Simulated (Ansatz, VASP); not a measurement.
# Cs2PbI2Cl2 in two plane-wave programs, part 2 of 2

Wanted: the spread between two codes on one cell, functional and k mesh. The cell is taken from a series of runs on this material, whose earlier steps may have relaxed, scaled, displaced or heated it; both programs get it as it stands.

VASP 6.6.1 and Ansatz 0.2.0.

So far: Set-up; VASP: dielectric response, PBE.

### Step 3. Ansatz: dielectric response, PBE

Level of this step: Ansatz beside VASP: Kohn-Sham DFT, plane waves, PBE (Ansatz).

Ansatz runs on its PAW soft_1 files.

The same cell, functional and mesh now go to Ansatz, which takes its cutoff from its data sets.

input.yaml

```yaml
crystal:
  lattice:
    - [-2.8838975, 2.8838975, 9.7428095]
    - [2.8838975, -2.8838975, 9.7428095]
    - [2.8838975, 2.8838975, -9.7428095]
  atoms:
    - { symbol: Cs, position: [0.368645, 0.368645, 0.0] }
    - { symbol: Cs, position: [0.631355, 0.631355, 0.0] }
    - { symbol: Pb, position: [0.0, 0.0, 0.0] }
    - { symbol: I, position: [0.166328, 0.166328, 0.0] }
    - { symbol: I, position: [0.833672, 0.833672, 0.0] }
    - { symbol: Cl, position: [0.5, 0.0, 0.5] }
    - { symbol: Cl, position: [0.0, 0.5, 0.5] }
kpoints:
  mp_grid: { grid: [6, 6, 6] }
hamiltonian:
  xc: pbe
  pseudopotentials: { kind: paw, azcp: { folder: soft_1 } }
scf:
  occupations: { method: fixed }
dielectric: {}
```

Run with:

```bash
$ ansatz run input.yaml --threads 2 --pin off --max-ram 92160MiB --backend cuda --events-out ev --progress --plain --runs-dir out --devices 1 --max-vram 13GiB
```

Numbers of over 12 decimals in the logs are rounded to 6 here.

The program printed:

```text
GPUs: using 1 of 1 available (devices: 1).
Engine: ansatz 0.2.0, x86_64-unknown-linux-gnu
Pseudopotentials: kind: paw
Pseudopotential: Cs, paw, valence charge 9, recommended cutoff 420 eV (normal), soft_1/Cs.paw.azcp
Pseudopotential: Pb, paw, valence charge 14, recommended cutoff 420 eV (normal), soft_1/Pb.paw.azcp
Pseudopotential: I, paw, valence charge 17, recommended cutoff 420 eV (normal), soft_1/I.paw.azcp
Pseudopotential: Cl, paw, valence charge 7, recommended cutoff 420 eV (normal), soft_1/Cl.paw.azcp
Functional definition: PBE
  parameter kappa = 0.804
  parameter beta = 0.066725
  exchange = pbe_x(kappa = kappa, mu = beta*pi^2/3)
  correlation = pbe_c(beta = beta)
device memory: the entry about to start is reckoned to put 4.2 GiB on a device that reports 46.2 GiB free (of which the cap on the GPU budget leaves the run 13.0 GiB)
GPU FFT provider: cuFFT
GPU libraries: cuBLAS 13.8.2, cuFFT 12.4.0, cuSOLVER 12.3.4
Crystal: 7 atoms, lattice volume = 324.119 Å³
Basis set: ecut = 420 eV, 6401 PW (Γ), exchange–correlation on 144×144×144 points (8 copies of the dense FFT grid, shifted against one another)
Bands: 48, of which v1, the nominal top of the filled ones, is band 40 counted from 1 (39 counted from 0)
Symmetry: 16 space group operations
k-points: 68 of 216 (irreducible under 2 space group operations, time reversal used)
Non-local potential: Cs, projectors of the file, l = 0: 3, l = 1: 2, l = 2: 2, l = 3: 2
Non-local potential: Pb, projectors of the file, l = 0: 2, l = 1: 2, l = 2: 2, l = 3: 1
Non-local potential: I, projectors of the file, l = 0: 2, l = 1: 2, l = 2: 2, l = 3: 1
Non-local potential: Cl, projectors of the file, l = 0: 2, l = 1: 2, l = 2: 1
PAW form: soft (Blöchl's): semilocal exchange-correlation on the pseudo side does not see the compensation charge
PAW one-centre angular grid: Cs, 194 points (default); XC on 64 Gauss nodes
PAW one-centre angular grid: Pb, 590 points (default); XC on 64 Gauss nodes
PAW one-centre angular grid: I, 590 points (default); XC on 64 Gauss nodes
PAW one-centre angular grid: Cl, 110 points (default); XC on 64 Gauss nodes
Initial density: superposition of atomic densities (chi_scale 0.1, normalization cell, long waves kept (reshape's long-wave potential 0.20 eV rms))
Initial wavefunctions: pseudopotential atomic-orbital guess
GPU buffer pool allocated for 373248 grid points (all kernels)
GPU transforms: local potential and band sums: pruned to the plane-wave sphere, on 72×72×72
Functional: x = pbe(κ = 0.804, μ = 0.219515), c = pbe(β = 0.066725)
SCF iter   1: F=—  HF=-40449.165158 eV  |F-HF|=—  |Δ(HF+E_count)|=         —  Δρ=2.63e-2  dr2=8.67e0  ethr=3.10e-3  ⟨swp⟩=6.6  Hψ=11862  notcnv=0  defer=385
preconditioner: auto → Resta (q_TF=auto, 2.161 Å⁻¹)  ε∞=2.9  [insulator: Δε(μ)=1.119 eV  Ē_g=11.342 eV  n_scr=50 (ndim 8)  ℏωp=15.4 eV  f_vac=0.073  ε∞_Penn≈2.9]
SCF iter   2: F=—  HF=-40446.551045 eV  |F-HF|=—  |Δ(HF+E_count)|=    2.61e0  Δρ=1.10e-2  dr2=1.69e0  ethr=3.10e-3  ⟨swp⟩=5.0  Hψ=6259  notcnv=0  defer=347
SCF iter   3: F=—  HF=-40445.859232 eV  |F-HF|=—  |Δ(HF+E_count)|=   6.92e-1  Δρ=3.71e-3  dr2=1.40e-1  ethr=2.11e-3  ⟨swp⟩=4.2  Hψ=5819  notcnv=0  defer=358
SCF iter   4: F=—  HF=-40445.818364 eV  |F-HF|=—  |Δ(HF+E_count)|=   4.09e-2  Δρ=1.53e-3  dr2=1.07e-2  ethr=1.75e-4  ⟨swp⟩=4.1  Hψ=5692  notcnv=0  defer=408
SCF iter   5: F=—  HF=-40445.820831 eV  |F-HF|=—  |Δ(HF+E_count)|=   2.47e-3  Δρ=4.86e-4  dr2=1.37e-3  ethr=1.33e-5  ⟨swp⟩=4.0  Hψ=6230  notcnv=0  defer=408
SCF iter   6: F=—  HF=-40445.820973 eV  |F-HF|=—  |Δ(HF+E_count)|=   1.42e-4  Δρ=1.43e-4  dr2=9.93e-5  ethr=1.72e-6  ⟨swp⟩=2.6  Hψ=6002  notcnv=0  defer=408
SCF iter   7: F=—  HF=-40445.821119 eV  |F-HF|=—  |Δ(HF+E_count)|=   1.46e-4  Δρ=3.13e-5  dr2=6.94e-6  ethr=1.24e-7  ⟨swp⟩=2.0  Hψ=4561  notcnv=0  defer=408
SCF iter   8: F=—  HF=-40445.821406 eV  |F-HF|=—  |Δ(HF+E_count)|=   2.87e-4  Δρ=1.06e-5  dr2=6.54e-7  ethr=8.68e-9  ⟨swp⟩=2.0  Hψ=4825  notcnv=0  defer=408
SCF iter   9: F=—  HF=-40445.821408 eV  |F-HF|=—  |Δ(HF+E_count)|=   2.11e-6  Δρ=2.66e-6  dr2=2.13e-8  ethr=8.17e-10  ⟨swp⟩=3.0  Hψ=6437  notcnv=0  defer=408
SCF iter  10: F=—  HF=-40445.821408 eV  |F-HF|=—  |Δ(HF+E_count)|=   4.49e-8  Δρ=1.02e-6  dr2=4.65e-9  ethr=2.66e-11  ⟨swp⟩=2.0  Hψ=5811  notcnv=0  defer=408
SCF iter  11: F=—  HF=-40445.821408 eV  |F-HF|=—  |Δ(HF+E_count)|=   6.77e-9  Δρ=2.89e-7  dr2=4.72e-10  ethr=5.81e-12  ⟨swp⟩=2.0  Hψ=5811  notcnv=0  defer=408
SCF iter  12: F=-40445.821408 eV  HF=-40445.821408 eV  |F-HF|=2.18e-11  |Δ(HF+E_count)|=  7.71e-10  Δρ=9.12e-8  dr2=3.81e-11  ethr=1.00e-12  ⟨swp⟩=20.0  Hψ=19992  notcnv=0
SCF 1 converged in 12 iterations: F = -40445.821408 eV  dr2 = 3.81e-11
  greatest PAW one-centre occupation: 0.999 electrons in one spin orbital (limit 2), on the I atom at site 4 (counted from 0), in its partial waves of l = 2
the response reads at least the filled bands of the reference SCF and the lowest empty band at each k-point, and that SCF's band table does not vouch for those bands. The notice of the band table in this run's record says why
device memory: the entry about to start is reckoned to put 1.4 GiB on a device that reports 44.1 GiB free (of which the cap on the GPU budget leaves the run 12.7 GiB)
NSCF: frozen V_eff on 1 k-points
device memory: the entry about to start is reckoned to put 1.4 GiB on a device that reports 44.2 GiB free (of which the cap on the GPU budget leaves the run 12.7 GiB)
NSCF: frozen V_eff on 1 k-points
device memory: the entry about to start is reckoned to put 1.4 GiB on a device that reports 44.3 GiB free (of which the cap on the GPU budget leaves the run 12.7 GiB)
NSCF: frozen V_eff on 1 k-points
device memory: the entry about to start is reckoned to put 0.1 GiB (of the 0.5 GiB reckoned in all, the device holds 0.4 GiB already) on a device that reports 44.3 GiB free (of which the cap on the GPU budget leaves the run 12.7 GiB)
device memory: the entry about to start is reckoned to put 5.4 GiB (of the 5.8 GiB reckoned in all, the device holds 0.4 GiB already) on a device that reports 44.1 GiB free (of which the cap on the GPU budget leaves the run 12.6 GiB)
DFPT response loops at Γ: preconditioner auto → Resta (q_TF=auto, 2.161 Å⁻¹)  ε∞=4.9 (no band partly filled); β = 1.00, the filter's whole step (`scf.mixing.beta` (0.50) is not read by the response loops at its default; to damp them type it under 1.00, their step now; it binds the ground state too); Broyden in place of MSR1
── the response to a field inside a basis, on 6×6×8 k-points: an SCF that follows is theirs, and a resumed run solves both again ──
device memory: the entry about to start is reckoned to put 1.7 GiB on a device that reports 50.7 GiB free (of which the cap on the GPU budget leaves the run 12.7 GiB)
GPU FFT provider: cuFFT
GPU libraries: cuBLAS 13.8.2, cuFFT 12.4.0, cuSOLVER 12.3.4
Bands: 41, of which v1, the nominal top of the filled ones, is band 40 counted from 1 (39 counted from 0)
k-points: 84 of 288 (irreducible under 4 space group operations)
Initial density: handed on by an earlier stage of this run
Initial wavefunctions: pseudopotential atomic-orbital guess (no wavefunctions were taken with the density)
GPU buffer pool allocated for 373248 grid points (all kernels)
GPU transforms: band sums: pruned to the plane-wave sphere, on 72×72×72
Eigensolver: Dense (84 Hₖ)
SCF iter   1: F=—  HF=-40445.487860 eV  |F-HF|=—  |Δ(HF+E_count)|=         —  Δρ=3.30e-4  dr2=1.47e-4  ethr=1.00e-1
preconditioner: auto → Resta (q_TF=auto, 2.161 Å⁻¹)  ε∞=3.2  [insulator: Δε(μ)=2.539 eV  Ē_g=10.519 eV  n_scr=50 (ndim 8)  ℏωp=15.4 eV  f_vac=0.134  ε∞_Penn≈3.2]
SCF iter   2: F=—  HF=-40445.487921 eV  |F-HF|=—  |Δ(HF+E_count)|=   6.13e-5  Δρ=1.80e-4  dr2=5.27e-5  ethr=1.84e-7
SCF iter   3: F=—  HF=-40445.487952 eV  |F-HF|=—  |Δ(HF+E_count)|=   3.04e-5  Δρ=1.95e-5  dr2=1.40e-6  ethr=6.59e-8
SCF iter   4: F=—  HF=-40445.487953 eV  |F-HF|=—  |Δ(HF+E_count)|=   1.08e-6  Δρ=5.53e-6  dr2=1.59e-7  ethr=1.75e-9
SCF iter   5: F=-40445.487953 eV  HF=-40445.487953 eV  |F-HF|=1.27e-8  |Δ(HF+E_count)|=   2.96e-7  Δρ=1.18e-6  dr2=7.89e-9  ethr=1.99e-10
SCF 1 converged in 5 iterations: F = -40445.487953 eV  dr2 = 7.89e-9
device memory: the entry about to start is reckoned to put 0.1 GiB (of the 0.8 GiB reckoned in all, the device holds 0.7 GiB already) on a device that reports 51.7 GiB free (of which the cap on the GPU budget leaves the run 12.2 GiB)
device memory: the entry about to start is reckoned to put 8.8 GiB (of the 8.8 GiB reckoned in all, the device holds 0.1 GiB already) on a device that reports 51.1 GiB free (of which the cap on the GPU budget leaves the run 11.9 GiB)
DFPT response loops at Γ: mixed as the last ones told, above
SCF converged after 12 iterations
Free energy (F): -40445.821408 eV
Harris-Foulkes:  -40445.821408 eV  (|F-HF|=2.18e-11)
Internal energy: -40445.821408 eV  (E = F + TS)
E sigma→0 (E₀):  -40445.821408 eV
Fermi energy:    2.853236 eV
--- Per-component energies (eV) ---
  E_band       = -1114.748014
  E_kinetic    = 1201.448459
  E_local      = -7939.357764  (includes V_loc(G=0)·N_el)
  E_nonlocal   = 644.638275
  E_hartree    = 3395.779320
  E_xc         = -997.319952
  E_vxc        = -869.817564  (∫ρ·V_xc dr)
  E_paw        = -31397.298916  (= ΣΔE_a)
  E_vpaw       = -943.213422  (= ΣTr[D̂ρ^β])
  E_aug_tail   = -0.004810  (compensation charges beyond the density's cutoff)
  E_ewald      = -5353.706020
  E_smearing   = -0.000000  (= −TS)
  E_closure    = 0.000000  (closes the sum)
  Σ components = -40445.821408   (vs F -40445.821408, Δ=0.00e0)
--- Band table (eV; the first three rows and the last of 68) ---
  k-point 0: bands = [... 36 lower, 2.1644, 2.1906, 2.3739, 2.3739, 6.8386, 7.1144, 7.8394, 7.9631, ... 4 higher]
  k-point 1: bands = [... 36 lower, 2.1216, 2.1354, 2.3361, 2.3522, 6.9323, 7.3818, 7.7276, 7.7594, ... 4 higher]
  k-point 2: bands = [... 36 lower, 2.0780, 2.2079, 2.2596, 2.5726, 6.2640, 6.2683, 6.5618, 8.2701, ... 4 higher]
  k-point 67: bands = [... 36 lower, 2.1969, 2.3367, 2.3367, 2.4712, 6.6489, 7.4734, 7.5605, 7.6411, ... 4 higher]
--- Dielectric response (ions clamped): 3 representative field directions + reference, inside a basis on a mesh of 288 k-points (Σ response iterations 18) ---
  ε∞ (high-frequency dielectric tensor):
        3.397758     0.000000     0.000000
        0.000000     3.397758     0.000000
        0.000000     0.000000     3.656619
  Born effective charges Z* (e; rows j = field, columns β = displacement):
    site 0:
         1.31419   -0.00000   -0.00000
         0.00000    1.31419   -0.00000
        -0.00000   -0.00000    1.30735
    site 1:
         1.31419   -0.00000    0.00000
         0.00000    1.31419    0.00000
         0.00000   -0.00000    1.30735
    site 2:
         3.63612   -0.00000   -0.00000
        -0.00000    3.63612    0.00000
        -0.00000    0.00000    3.42789
    site 3:
        -0.92429    0.00000    0.00000
        -0.00000   -0.92429   -0.00000
         0.00000    0.00000   -2.27970
    site 4:
        -0.92429    0.00000   -0.00000
        -0.00000   -0.92429    0.00000
         0.00000   -0.00000   -2.27970
    site 5:
        -0.80748    0.00000    0.00000
        -0.00000   -3.60845   -0.00000
        -0.00000    0.00000   -0.74160
    site 6:
        -3.60845   -0.00000    0.00000
         0.00000   -0.80748   -0.00000
         0.00000    0.00000   -0.74160
  Z* charge neutrality: 2.937e-2 e pre-enforcement
  solved inside a basis spanned on kpoints, on 6×6×8 k-points, its susceptibility summed on 8×8×10: ε∞ is read to err by 1.8e-2, Z* by 2.6e-2 e (field_mesh: kpoints solves on kpoints); Z* is corrected for what the basis lacks
```

The column dr2 measures how far the density is from self-consistency, as an energy; F and HF (Harris–Foulkes) agree once it is small.

### Step 4. Comparison

Known differences besides the potentials themselves: fixed occupations in Ansatz, narrow Gaussian smearing in VASP; VASP's response is taken on the typed mesh, Ansatz refines its own for the field response alone; the data sets hold 80 valence electrons in Ansatz (on its PAW soft_1 files) and 60 in VASP; the cutoff is 420 eV in Ansatz and 400 eV in VASP. Total energies have different zeros and are not compared.

Both answers:

```csv
quantity,Ansatz,VASP,difference
ε∞ xx,3.40,3.44,-1.18 %
ε∞ yy,3.40,3.44,-1.18 %
ε∞ zz,3.66,3.66,-0.03 %
Born charge of Cs1 (mean of the diagonal) (e),1.31,1.31,0.00
Born charge of Pb3 (mean of the diagonal) (e),3.57,3.58,-0.01
Born charge of I4 (mean of the diagonal) (e),-1.38,-1.36,-0.01
Born charge of Cl6 (mean of the diagonal) (e),-1.72,-1.74,+0.02
```

### Step 5. What came out

| Quantity | Value |
| --- | --- |
| difference in ε∞ xx (dielectric response, PBE) | -1.2 % |

**Reading.** The difference in ε∞ xx is -1.2 % (dielectric response, PBE), within the 5 % picked in this series as the mark of a large difference. The data sets hold unlike numbers of valence electrons (80 in Ansatz and 60 in VASP), so part of the differences comes from the potentials. Such differences can come from data sets, numerical settings and the points named under the comparisons, not from the functional's error against experiment.

[Lines on the potential files, build, host, timing and source positions are cut from VASP's logs without a mark.]

[Logs are printed without paths, hosts, clocks, repeated set-up lines and the standing remarks that a program may print on its own settings, such as how far it seeks lower states.]

[Hosts, paths, dates, database ids (printed as entryN), source tags and the programs' standing remarks are cut or masked in the printed files.]
